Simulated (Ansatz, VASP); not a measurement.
# Cross-check of PtS2 (PtS2 (P-3m1)) between VASP and Ansatz, part 2 of 2

One calculation is typed for both programs; each brings its own data sets. How far apart do they land? The cell is taken from a series of runs on this material, whose earlier steps may have relaxed, scaled, displaced or heated it; both programs get it as it stands.

VASP 6.6.1 and Ansatz 0.2.0.

So far: Set-up; Ansatz: relaxation of cell and atoms, r2SCAN.

### Step 3. VASP: relaxation of cell and atoms, r2SCAN

Level of this step: r2SCAN; plane waves and PAW (Pt, S) (VASP).

The same cell, functional, mesh and smearing now go to VASP, with its own data sets.

Lines of VASP's logs that name or quote its potential files are left out, and so is its time.

The input, INCAR:

```
SYSTEM = PtS2
PREC = Accurate
ENCUT = 550
EDIFF = 1E-07
NELM = 120
ISMEAR = -1
SIGMA = 0.01
LREAL = .FALSE.
ALGO = Normal
METAGGA = R2SCAN
LASPH = .TRUE.
NBANDS = 17
LORBIT = 11
LWAVE = .FALSE.
LCHARG = .FALSE.
ISIF = 3
IBRION = 2
NSW = 80
EDIFFG = -0.005
GGA_COMPAT = .FALSE.
NELMIN = 4
EFERMI = MIDGAP
LMIXTAU = .TRUE.
```

The input, POSCAR:

```
PtS2
1.0
    3.5487420000      0.0000000000      0.0000000000
   -1.7743710000      3.0733010000      0.0000000000
    0.0000000000      0.0000000000      5.5970670000
Pt S
1 2
Direct
    0.0000000000      0.0000000000      0.0000000000
    0.6666666667      0.3333333333      0.7796640633
    0.3333333333      0.6666666667      0.2203359367
```

The input, KPOINTS:

```
Automatic mesh
0
Gamma
9 9 5
0 0 0
```

Potentials, in the order of the species: Pt and S (PBE family, release 64).

Launch:

```
$ mpirun -np 1 vasp_std
```

Numbers of over 12 decimals in the logs are rounded to 6 here.

The log of the run:

```text
[banner, memory and clock lines left out]
running    1 mpi-ranks, on    1 nodes
 distrk:  each k-point on    1 cores,    1 groups
 distr:  one band on    1 cores,    1 groups

 POSCAR found type information on POSCAR PtS
 POSCAR found :  2 types and       3 ions
|                                                                             |
|               ----> ADVICE to this user running VASP <----                  |
|                                                                             |
|     You enforced a specific xc type in the INCAR file but a different       |
|     [... a line on the potential file left out ...]
|     I HOPE YOU KNOW WHAT YOU ARE DOING!                                     |
|                                                                             |

 LDA part: xc-table for (None), standard interpolation
 POSCAR, INCAR and KPOINTS ok, starting setup
 FFT: planning ... GRIDC
 FFT: planning ... GRID_SOFT
 FFT: planning ... GRID
 WAVECAR not read
 entering main loop
       N       E                     dE             d eps       ncg     rms          rms(c)
DAV:   1     0.611598400866E+02    0.61160E+02   -0.10863E+04  1724   0.122E+03
DAV:   2    -0.702402724351E+02   -0.13140E+03   -0.12761E+03  2125   0.234E+02
DAV:   3    -0.758789931658E+02   -0.56387E+01   -0.56089E+01  2221   0.512E+01
DAV:   4    -0.759389656193E+02   -0.59972E-01   -0.59945E-01  2164   0.565E+00
DAV:   5    -0.759401454523E+02   -0.11798E-02   -0.11797E-02  2330   0.766E-01    0.181E+01
DAV:   6    -0.705138870661E+02    0.54263E+01   -0.99028E+00  1848   0.314E+01    0.130E+01
DAV:   7    -0.687535279894E+02    0.17604E+01   -0.16016E+00  1755   0.138E+01    0.664E+00
DAV:   8    -0.688161307507E+02   -0.62603E-01   -0.26416E-01  1797   0.383E+00    0.133E+00
DAV:   9    -0.688514646246E+02   -0.35334E-01   -0.62867E-02  1749   0.282E+00    0.341E-01
DAV:  10    -0.688718037984E+02   -0.20339E-01   -0.22662E-02  1780   0.134E+00    0.279E-01
DAV:  11    -0.688589141820E+02    0.12890E-01   -0.99516E-03  1740   0.110E+00    0.259E-01
DAV:  12    -0.688725570586E+02   -0.13643E-01   -0.74794E-03  1732   0.940E-01    0.601E-02
DAV:  13    -0.688732264782E+02   -0.66942E-03   -0.77583E-04  2021   0.313E-01    0.200E-02
DAV:  14    -0.688733327071E+02   -0.10623E-03   -0.23442E-04  1793   0.166E-01    0.142E-02
DAV:  15    -0.688733923938E+02   -0.59687E-04   -0.45333E-05  1970   0.663E-02    0.456E-03
DAV:  16    -0.688733946803E+02   -0.22864E-05   -0.67733E-06  2218   0.300E-02    0.366E-03
DAV:  17    -0.688733960579E+02   -0.13776E-05   -0.51926E-07  1915   0.700E-03    0.117E-03
DAV:  18    -0.688733962921E+02   -0.23420E-06   -0.38389E-07  1772   0.685E-03    0.501E-04
DAV:  19    -0.688733966458E+02   -0.35378E-06   -0.15774E-08  1441   0.143E-03    0.235E-04
DAV:  20    -0.688733961860E+02    0.45985E-06   -0.10728E-08  1117   0.116E-03    0.165E-04
DAV:  21    -0.688733964707E+02   -0.28474E-06   -0.24282E-09   916   0.516E-04    0.506E-05
DAV:  22    -0.688733963891E+02    0.81666E-07   -0.63065E-10   908   0.223E-04
   1 F= -.68873396E+02 E0= -.68873396E+02  d E =-.688734E+02
 curvature:   0.00 expect dE= 0.000E+00 dE for cont linesearch  0.000E+00
 trial: gam= 0.00000 g(F)=  0.658E-05 g(S)=  0.416E-04 ort = 0.000E+00 (trialstep = 0.100E+01)
 search vector abs. value=  0.482E-04
 bond charge predicted
       N       E                     dE             d eps       ncg     rms          rms(c)
DAV:   1    -0.688736021607E+02   -0.20569E-03   -0.54936E-03  1774   0.629E-01    0.104E-01
DAV:   2    -0.688734129458E+02    0.18921E-03   -0.76858E-04  1840   0.299E-01    0.789E-02
DAV:   3    -0.688733845362E+02    0.28410E-04   -0.46369E-05  1837   0.704E-02    0.381E-02
DAV:   4    -0.688733760915E+02    0.84448E-05   -0.50555E-05  1726   0.432E-02    0.138E-02
DAV:   5    -0.688733787495E+02   -0.26580E-05   -0.63506E-06  1729   0.219E-02    0.915E-03
DAV:   6    -0.688733781033E+02    0.64620E-06   -0.43919E-06  1835   0.174E-02    0.387E-03
DAV:   7    -0.688733800912E+02   -0.19879E-05   -0.32951E-06  1764   0.161E-02    0.134E-03
DAV:   8    -0.688733812625E+02   -0.11713E-05   -0.38804E-07  1768   0.578E-03    0.718E-04
DAV:   9    -0.688733812008E+02    0.61679E-07   -0.25295E-08   900   0.128E-03
   2 F= -.68873381E+02 E0= -.68873381E+02  d E =0.151883E-04
 trial-energy change:    0.000015  1 .order    0.000020   -0.000048    0.000089
 step:   0.4058(harm=  0.3517)  dis= 0.00016  next Energy=   -68.873407 (dE=-0.101E-04)
 bond charge predicted
       N       E                     dE             d eps       ncg     rms          rms(c)
DAV:   1    -0.688734897474E+02   -0.10848E-03   -0.19387E-03  1763   0.373E-01    0.617E-02
DAV:   2    -0.688734215907E+02    0.68157E-04   -0.27079E-04  1832   0.178E-01    0.471E-02
DAV:   3    -0.688734113531E+02    0.10238E-04   -0.16348E-05  1836   0.418E-02    0.229E-02
DAV:   4    -0.688734065440E+02    0.48091E-05   -0.17947E-05  1718   0.257E-02    0.823E-03
DAV:   5    -0.688734071728E+02   -0.62876E-06   -0.22924E-06  1721   0.132E-02    0.540E-03
DAV:   6    -0.688734054720E+02    0.17008E-05   -0.15784E-06  1830   0.105E-02    0.229E-03
DAV:   7    -0.688734064710E+02   -0.99902E-06   -0.11687E-06  1754   0.963E-03    0.791E-04
DAV:   8    -0.688734066769E+02   -0.20591E-06   -0.13465E-07  1352   0.344E-03    0.406E-04
DAV:   9    -0.688734067392E+02   -0.62313E-07   -0.10803E-08   887   0.808E-04
   3 F= -.68873407E+02 E0= -.68873407E+02  d E =-.103502E-04
 curvature:  -0.17 expect dE=-0.233E-06 dE for cont linesearch -0.178E-06
 trial: gam= 0.00000 g(F)=  0.264E-06 g(S)=  0.107E-05 ort =-0.700E-05 (trialstep = 0.881E+00)
 search vector abs. value=  0.133E-05
 reached required accuracy - stopping structural energy minimisation
```

From OUTCAR (step 3):

```text
ion  position               nearest neighbor table
   1  0.000  0.000  0.000-   2 2.39   3 2.39   2 2.39   3 2.39   2 2.39   3 2.39
   2  0.667  0.333  0.780-   1 2.39   1 2.39   1 2.39
   3  0.333  0.667  0.220-   1 2.39   1 2.39   1 2.39

  LATTYP: Found a hexagonal cell.
 ALAT       =     3.5487420000
 C/A-ratio  =     1.5771974970

 Subroutine GETGRP returns: Found 12 space group operations
 (whereof 12 operations were pure point group operations)

The static configuration has the point symmetry D_3d.

 Found     50 irreducible k-points:

   k-points           NKPTS =     50   k-points in BZ     NKDIM =     50   number of bands    NBANDS=     17

   dimension x,y,z NGX =    28 NGY =   28 NGZ =   48
   dimension x,y,z NGXF=    56 NGYF=   56 NGZF=   96

   ENCUT  =  550.0 eV  40.42 Ry    6.36 a.u.   6.79  6.79 10.70*2*pi/ulx,y,z

   NELECT =      22.0000    total number of electrons

 k-points in reciprocal lattice and weights: Automatic mesh
   0.00000000  0.00000000  0.00000000       0.002
   0.11111111  0.00000000  0.00000000       0.015
   0.22222222 -0.00000000  0.00000000       0.015
   0.33333333  0.00000000  0.00000000       0.015
   0.44444444 -0.00000000  0.00000000       0.015
   0.11111111  0.11111111  0.00000000       0.015
   0.22222222  0.11111111  0.00000000       0.030
   0.33333333  0.11111111  0.00000000       0.030
   0.44444444  0.11111111  0.00000000       0.015
[...]
-0.22222222 -0.44444444  0.40000000       0.030
   0.33333333  0.33333333  0.40000000       0.010

 average (electrostatic) potential at core
       1 -75.1336       2 -89.6961       3 -89.6961

 E-fermi :   5.5127

 k-point     1 :       0.0000    0.0000    0.0000
  band No.  band energies     occupation
    ...
      7       1.3241      2.00000
      8       3.2046      2.00000
      9       4.1295      2.00000
     10       4.1295      2.00000
     11       4.6580      2.00000
     12       7.6964      0.00000
     13       7.6964      0.00000
     14      10.7956      0.00000
     15      10.9483      0.00000
     16      13.8173      0.00000
    ...

 k-point     2 :       0.1111    0.0000    0.0000
  band No.  band energies     occupation
    ...
      7       1.2009      2.00000
      8       2.8145      2.00000
      9       4.0725      2.00000
     10       4.1652      2.00000
     11       4.7487      2.00000
     12       7.1116      0.00000
     13       7.5501      0.00000
     14      11.5194      0.00000
     15      11.5548      0.00000
     16      13.3992      0.00000
    ...

 k-point     3 :       0.2222   -0.0000    0.0000
  band No.  band energies     occupation
    ...
      7       1.0252      2.00000
      8       2.2696      2.00000
      9       3.8546      2.00000
     10       4.0011      2.00000
     11       4.4747      2.00000
     12       6.6698      0.00000
     13       7.4243      0.00000
     14      11.4776      0.00000
     15      12.7794      0.00000
     16      13.8422      0.00000
    ...

  Total        0.0057658      0.0057658     -0.0001492      0.0000000      0.0000000      0.0000000
  in kB        0.1514192      0.1514193     -0.0039182      0.0000000      0.0000000      0.0000000
  external PRESSURE =       0.0996401 kB  Pullay stress =       0.0000000 kB

  energy-cutoff  :      550.00
  volume of cell :       61.01
      direct lattice vectors                 reciprocal lattice vectors
     3.548024815  0.000000000  0.000000000     0.281846958  0.162724402  0.000000000
    -1.774012407  3.072679899 -0.000000000     0.000000000  0.325448805  0.000000000
     0.000000000  0.000000000  5.596122618     0.000000000  0.000000000  0.178695155

 POSITION                                       TOTAL-FORCE (eV/Angst)
 -----------------------------------------------------------------------------------
      0.00000      0.00000      0.00000         0.000000      0.000000      0.000000
      1.77401      1.02423      4.36326         0.000000     -0.000000     -0.001654
     -0.00000      2.04845      1.23287        -0.000000      0.000000      0.001654
 -----------------------------------------------------------------------------------
    total drift:                               -0.000000     -0.000000     -0.000000

  FREE ENERGIE OF THE ION-ELECTRON SYSTEM (eV)
  ---------------------------------------------------
  free  energy   TOTEN  =       -68.8734067392 eV

  energy  without entropy=      -68.8734067392  energy(sigma->0) =      -68.87340674

 reached required accuracy - stopping structural energy minimisation

 total charge
# of ion       s       p       d       tot
------------------------------------------
    1        0.687   0.780   7.951   9.417
    2        1.350   2.297   0.000   3.648
    3        1.350   2.297   0.000   3.648
--------------------------------------------------
tot          3.387   5.375   7.951  16.713

[... 3 further parts left out ...]
```

CONTCAR:

```
PtS2
   1.00000000000000
     3.5480248145273112    0.0000000000000000    0.0000000000000000
    -1.7740124072636556    3.0726798989937740   -0.0000000000000000
     0.0000000000000000    0.0000000000000000    5.5961226175064143
  Pt              S
     1     2
Direct
     0.0000000000000000    0.0000000000000000    0.0000000000000000
     0.6666666667000030    0.3333333332999970    0.7796929333397982
     0.3333333332999970    0.6666666667000030    0.2203070666602018
```

### Step 4. Differences

Known differences besides the potentials themselves: VASP keeps PBE cores, Ansatz makes them for the functional; the data sets hold 30 valence electrons in Ansatz (on its PAW soft_1 files) and 22 in VASP; the cutoff is 500 eV in Ansatz and 550 eV in VASP; Ansatz adds a Pulay correction to the stress that steers its cell, VASP none. Total energies have different zeros and are not compared.

Both answers:

```
                                         quantity  Ansatz   VASP  difference
                                      volume (Å³)   61.04  61.01     +0.06 %
edge a after relaxation, in the typed setting (Å)   3.549  3.548     +0.02 %
edge c after relaxation, in the typed setting (Å)   5.597  5.596     +0.02 %
```

### Step 5. Results

- difference in volume (relaxation of cell and atoms, r2SCAN): 0.057 %

The difference in volume is 0.057 % (relaxation of cell and atoms, r2SCAN), within the 1.2 % picked in this series as the mark of a large difference, as far as the stopping tolerances let one tell. The data sets hold unlike numbers of valence electrons (30 in Ansatz and 22 in VASP), so part of the differences comes from the potentials. Such differences can come from data sets, numerical settings and the points named under the comparisons, not from the functional's error against experiment.

[Lines on the potential files, build, host, timing and source positions are cut from VASP's logs without a mark.]

[Logs are printed without paths, hosts, clocks, repeated set-up lines and the standing remarks that a program may print on its own settings, such as how far it seeks lower states.]

[Hosts, paths, dates, database ids (printed as entryN), source tags and the programs' standing remarks are cut or masked in the printed files.]
